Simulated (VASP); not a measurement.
All values below come from PBE GGA, VASP's PBE PAW potentials (set 64) (plane waves; VASP).

Gaps are without spin-orbit coupling.

Problem. Order these relaxed crystals by band gap, smallest first: FeSi, P2_13 (198); SiO2, P4_12_12 (92); WSe2, P6_3/mmc (194); SrCl2, Fm-3m (225).

Solution. FeSi, P2_13 (198) (0.16 eV), WSe2, P6_3/mmc (194) (1.43 eV), SrCl2, Fm-3m (225) (5.23 eV), SiO2, P4_12_12 (92) (5.54 eV)
